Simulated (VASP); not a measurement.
# Sr3B (Fm-3m) in VASP: further runs, part 2 of 2

VASP 6.6.1.

## (4) Single point, PBE (random cell by space group and Wyckoff sites (Fm-3m, No. 225))

File INCAR:

```
SYSTEM = Sr3B
PREC = Accurate
ENCUT = 520
EDIFF = 1E-6
ISMEAR = 0
SIGMA = 0.1
LREAL = .FALSE.
LASPH = .TRUE.
NELM = 60
ALGO = Normal
ISIF = 2
LWAVE = .FALSE.
LCHARG = .FALSE.
GGA = PE
NBANDS = 24
```

File KPOINTS:

```
Automatic mesh
0
G
  4 4 4
  0 0 0
```

File POSCAR:

```
Sr3B
1.0
    0.0000000000      4.3090414200      4.3090414200
    4.3090414200      0.0000000000      4.3090414200
    4.3090414200      4.3090414200      0.0000000000
Sr B
3 1
Direct
    0.5000000000      0.5000000000      0.5000000000
    0.2500000000      0.2500000000      0.2500000000
    0.7500000000      0.7500000000      0.7500000000
    0.0000000000      0.0000000000      0.0000000000
```

Potentials or basis: VASP PAW PBE potentials, release 64 (Sr_sv, B).

Command:

```console
> cat potpaw_PBE.64/Sr_sv/POTCAR potpaw_PBE.64/B/POTCAR > POTCAR
> mpirun -np 1 vasp_std > vasp.out
```

OUTCAR:

```text
SYSTEM = Sr3B
   PREC = Accurate
   ENCUT = 520
   EDIFF = 1E-6
   ISMEAR = 0
   LREAL = .FALSE.
   LASPH = .TRUE.
   NELM = 60
   ISIF = 2
   GGA = PE

 ion  position               nearest neighbor table
   1  0.500  0.500  0.500-   2 3.73   2 3.73   2 3.73   2 3.73   3 3.73   3 3.73   3 3.73   3 3.73

   2  0.250  0.250  0.250-   1 3.73   1 3.73   1 3.73   1 3.73   3 4.31   3 4.31   3 4.31   3 4.31
                             3 4.31   3 4.31
   3  0.750  0.750  0.750-   1 3.73   1 3.73   1 3.73   1 3.73   2 4.31   2 4.31   2 4.31   2 4.31
                             2 4.31   2 4.31
   4  0.000  0.000  0.000-

  LATTYP: Found a face centered cubic cell.
 ALAT       =     8.6180828400

  Lattice vectors:

 A1 = (   0.0000000000,   4.3090414200,   4.3090414200)
 A2 = (   4.3090414200,   0.0000000000,   4.3090414200)
 A3 = (   4.3090414200,   4.3090414200,   0.0000000000)

Analysis of symmetry for initial positions (statically):
=====================================================================
 Subroutine PRICEL returns:
 Original cell was already a primitive cell.

 Routine SETGRP: Setting up the symmetry group for a
 face centered cubic supercell.

 Subroutine GETGRP returns: Found 48 space group operations
 (whereof 48 operations were pure point group operations)
 out of a pool of 48 trial point group operations.

The static configuration has the point symmetry O_h .

Analysis of symmetry for dynamics (positions and initial velocities):
=====================================================================
 Subroutine PRICEL returns:
 Original cell was already a primitive cell.

 Routine SETGRP: Setting up the symmetry group for a
 face centered cubic supercell.

 Subroutine GETGRP returns: Found 48 space group operations
 (whereof 48 operations were pure point group operations)
 out of a pool of 48 trial point group operations.

The dynamic configuration has the point symmetry O_h .

 Subroutine INISYM returns: Found 48 space group operations
 (whereof 48 operations are pure point group operations),
 and found     1 'primitive' translations

----------------------------------------------------------------------------------------

                                     Primitive cell

  volume of cell :     160.0192

  direct lattice vectors                    reciprocal lattice vectors
     0.000000000  4.309041420  4.309041420    -0.116035088  0.116035088  0.116035088
     4.309041420  0.000000000  4.309041420     0.116035088 -0.116035088  0.116035088
     4.309041420  4.309041420  0.000000000     0.116035088  0.116035088 -0.116035088

  length of vectors
     6.093904817  6.093904817  6.093904817     0.200978668  0.200978668  0.200978668

  position of ions in fractional coordinates (direct lattice)
     0.500000000  0.500000000  0.500000000
     0.250000000  0.250000000  0.250000000
     0.750000000  0.750000000  0.750000000
     0.000000000  0.000000000  0.000000000

  ion indices of the primitive-cell ions
   primitive index   ion index
                 1           1
                 2           2
                 3           3
                 4           4

[... 22 lines left out ...]
 ===========================================

 Found      8 irreducible k-points:

 Following reciprocal coordinates:
            Coordinates               Weight
  0.000000  0.000000  0.000000      1.000000
  0.250000  0.000000  0.000000      8.000000
  0.500000  0.000000  0.000000      4.000000
  0.250000  0.250000  0.000000      6.000000
  0.500000  0.250000  0.000000     24.000000
 -0.250000  0.250000  0.000000     12.000000
  0.500000  0.500000  0.000000      3.000000
 -0.250000  0.500000  0.250000      6.000000
   k-points           NKPTS =      8   k-points in BZ     NKDIM =      8   number of bands    NBANDS=     24
   number of dos      NEDOS =    301   number of ions     NIONS =      4
   total plane-waves  NPLWV = 110592
   dimension x,y,z NGX =    48 NGY =   48 NGZ =   48
   dimension x,y,z NGXF=    96 NGYF=   96 NGZF=   96
   ions per type =               3   1
   NGX,Y,Z   is equivalent  to a cutoff of  13.09, 13.09, 13.09 a.u.
   NGXF,Y,Z  is equivalent  to a cutoff of  26.19, 26.19, 26.19 a.u.
 SYSTEM =  Sr3B
   PREC   = accura    normal or accurate (medium, high low for compatibility)
   ISTART =      0    job   : 0-new  1-cont  2-samecut
   ICHARG =      2    charge: 1-file 2-atom 10-const
   ISPIN  =      1    spin polarized calculation?
   LNONCOLLINEAR =      F non collinear calculations
   LSORBIT =      F    spin-orbit coupling
   LASPH  =      T    aspherical Exc in radial PAW
   ENCUT  =  520.0 eV  38.22 Ry    6.18 a.u.  11.33 11.33 11.33*2*pi/ulx,y,z
   NELM   =     60;   NELMIN=  2; NELMDL= -5     # of ELM steps
   EDIFF  = 0.1E-05   stopping-criterion for ELM
   LREAL  =      F    real-space projection
   EDIFFG = 0.1E-04   stopping-criterion for IOM
   NSW    =      0    number of steps for IOM
   IBRION =     -1    ionic relax: 0-MD 1-quasi-New 2-CG
   NFREE  =      0    steps in history (QN), initial steepest desc. (CG)
   ISIF   =      2    stress and relaxation
   ISYM   =      2    0-nonsym 1-usesym 2-fastsym
   POTIM  = 0.5000    time-step for ionic-motion
   TEBEG  =    0.0;   TEEND  =   0.0 temperature during run
   PSTRESS=    0.0 pullay stress
   NELECT =      33.0000    total number of electrons
   NUPDOWN=      -1.0000    fix difference up-down
   EMIN   =  10.00;   EMAX   =-10.00  energy-range for DOS
   EFERMI =   0.00;   METHOD = LEGACY
   ISMEAR =     0;   SIGMA  =   0.10  broadening in eV -4-tet -1-fermi 0-gaus
   EFERMI_NEDOS =   21; number of points for ismear=-14 and -15
   IALGO  =     38    algorithm
   IMIX   =      4    mixing-type and parameters
     AMIX     =   0.40;   BMIX     =  1.00
     AMIX_MAG =   1.60;   BMIX_MAG =  1.00
  volume/ion in A,a.u.               =      40.00       269.97
  Fermi-wavevector in a.u.,A,eV,Ry     =   0.967213  1.827768 12.728265  0.935501
  Thomas-Fermi vector in A             =   2.097080
   LORBIT       =      0    0 simple, 1 ext, 2 COOP (PROOUT), +10 PAW based schemes
   GGA     = PE    functional components
   LHFCALC =     F    Hartree Fock is set to
   AEXX    =    0.0000 exact exchange contribution
   IVDW    =     0    specifies the selected vdW correction
   LEPSILON=     F    determine dielectric tensor
   LRPA    =     F    only Hartree local field effects (RPA)
 non-spin polarized calculation
 Gauss-broadening in eV      SIGMA  =   0.10
  energy-cutoff  :      520.00
  volume of cell :      160.02
 maximum number of plane-waves:      4338
 NGX is ok and might be reduce to    48
   NGX = 23   NGY = 23   NGZ = 23

 number of electron      33.0000000 magnetization

 Free energy of the ion-electron system (eV)
  ---------------------------------------------------
  ext. energy  EPLUGINS =         0.00000000
  ---------------------------------------------------
  free energy    TOTEN  =        -7.69514715 eV

  energy without entropy =       -7.68701952  energy(sigma->0) =       -7.69108334

 E-fermi :   1.7503     XC(G=0):  -7.8963

 val. band max:        1.6154470372   @ k =   0.5000   0.5000   0.0000
 cond. band min:       1.8332114993   @ k =  -0.2500   0.5000   0.2500
 fundamental gap:      0.2177644621
 Fermi energy:         1.7502665775

 k-point     1 :       0.0000    0.0000    0.0000
  band No.  band energies     occupation
      1     -34.9546      2.00000
      2     -34.6242      2.00000
      3     -34.6162      2.00000
      4     -17.0166      2.00000
      5     -17.0166      2.00000
      6     -17.0166      2.00000
[... 205 lines left out ...]
     23       3.8399      0.00000
     24       3.8399      0.00000

------------------------ aborting loop because EDIFF is reached ----------------------------------------

  FORCE on cell =-STRESS in cart. coord.  units (eV):
  Direction    XX          YY          ZZ          XY          YZ          ZX
  --------------------------------------------------------------------------------------
  -------------------------------------------------------------------------------------
  Total       -2.0705943     -2.0705943     -2.0705943      0.0000000      0.0000000     -0.0000000
  in kB      -20.7316371    -20.7316371    -20.7316371      0.0000000      0.0000000     -0.0000000
  external PRESSURE =     -20.7316371 kB  Pullay stress =       0.0000000 kB

 VOLUME and BASIS-vectors are now :
 -----------------------------------------------------------------------------
  energy-cutoff  :      520.00
  volume of cell :      160.02
      direct lattice vectors                 reciprocal lattice vectors
     0.000000000  4.309041420  4.309041420    -0.116035088  0.116035088  0.116035088
     4.309041420  0.000000000  4.309041420     0.116035088 -0.116035088  0.116035088
     4.309041420  4.309041420  0.000000000     0.116035088  0.116035088 -0.116035088

 POSITION                                       TOTAL-FORCE (eV/Angst)
 -----------------------------------------------------------------------------------
      4.30904      4.30904      4.30904        -0.000000      0.000000      0.000000
      2.15452      2.15452      2.15452        -0.000000     -0.000000      0.000000
      6.46356      6.46356      6.46356         0.000000      0.000000     -0.000000
      0.00000      0.00000      0.00000        -0.000000      0.000000      0.000000
 -----------------------------------------------------------------------------------
    total drift:                               -0.000000     -0.000000     -0.000000

  FREE ENERGIE OF THE ION-ELECTRON SYSTEM (eV)
  ---------------------------------------------------
  free  energy   TOTEN  =        -7.6951471540 eV

  energy  without entropy=       -7.6870195249  energy(sigma->0) =       -7.69108334
```

OSZICAR:

```text
N       E                     dE             d eps       ncg     rms          rms(c)
DAV:   1     0.177899007530E+03    0.17790E+03   -0.14892E+04   384   0.117E+03
DAV:   2     0.468462365092E+01   -0.17321E+03   -0.16831E+03   480   0.257E+02
DAV:   3    -0.769192712744E+01   -0.12377E+02   -0.12103E+02   632   0.544E+01
DAV:   4    -0.829764263392E+01   -0.60572E+00   -0.60429E+00   584   0.952E+00
DAV:   5    -0.830933875724E+01   -0.11696E-01   -0.11695E-01   568   0.147E+00    0.174E+01
DAV:   6    -0.777018456833E+01    0.53915E+00   -0.47937E+00   528   0.453E+00    0.145E+01
DAV:   7    -0.770439426999E+01    0.65790E-01   -0.55128E-01   584   0.219E+00    0.768E+00
DAV:   8    -0.769897927191E+01    0.54150E-02   -0.68706E-02   472   0.144E+00    0.450E-01
DAV:   9    -0.769497038069E+01    0.40089E-02   -0.28119E-02   600   0.368E-01    0.240E-01
DAV:  10    -0.769527957259E+01   -0.30919E-03   -0.17745E-03   512   0.167E-01    0.128E-01
DAV:  11    -0.769514364652E+01    0.13593E-03   -0.47281E-04   600   0.673E-02    0.427E-02
DAV:  12    -0.769514699443E+01   -0.33479E-05   -0.98914E-05   680   0.352E-02    0.976E-03
DAV:  13    -0.769514715399E+01   -0.15956E-06   -0.95488E-06   496   0.991E-03
   1 F= -.76951472E+01 E0= -.76910833E+01  d E =-.812763E-02
```

Run time: 21 s. Hardware: 1 thread of Intel Xeon 6975P-C (Granite Rapids), shared host; peak memory 0.32 GiB.

Results:

* Free energy: -7.6951 eV
* Pressure: -2.1 GPa
* Band gap on the k mesh: none (metal or under the smearing width)

Levels at points of the mesh, in eV from the Fermi level:
| k point | band 12 | band 13 | band 14 | band 15 | band 16 | band 17 | band 18 | band 19 | band 20 | band 21 |
| --- | --- | --- | --- | --- | --- | --- | --- | --- | --- | --- |
| (0.00, 0.00, 0.00) | -18.29 | -5.35 | -1.35 | -0.35 | -0.35 | -0.35 | 0.21 | 0.21 | 1.15 | 1.15 |
| (0.50, 0.00, 0.00) | -18.31 | -4.86 | -2.28 | -0.49 | -0.49 | 0.34 | 0.70 | 1.10 | 1.10 | 1.22 |
| (0.50, 0.50, 0.00) | -18.31 | -4.80 | -1.86 | -0.86 | -0.48 | -0.13 | -0.13 | 1.43 | 1.43 | 1.47 |

## (5) The runs side by side

```csv
task,cell,k mesh,cutoff (eV),gap on the mesh (eV),pressure (GPa)
single point,"random cell by space group and Wyckoff sites (Fm-3m, No. 225)",10 × 10 × 10,520,none,0.0
relaxation of cell and atoms,"relaxed from: random cell by space group and Wyckoff sites (Fm-3m, No. 225)",10 × 10 × 10,600,none,0.0
single point,"random cell by space group and Wyckoff sites (Fm-3m, No. 225)",4 × 4 × 4,520,none,-2.1
```

Alike in all rows: level PBE; potentials or basis VASP PAW PBE potentials, release 64 (Sr_sv, B); no spin polarisation; smearing gaussian 0.1 eV.

Total energies depend on the potentials used, so only differences within one code and one set of settings carry meaning.
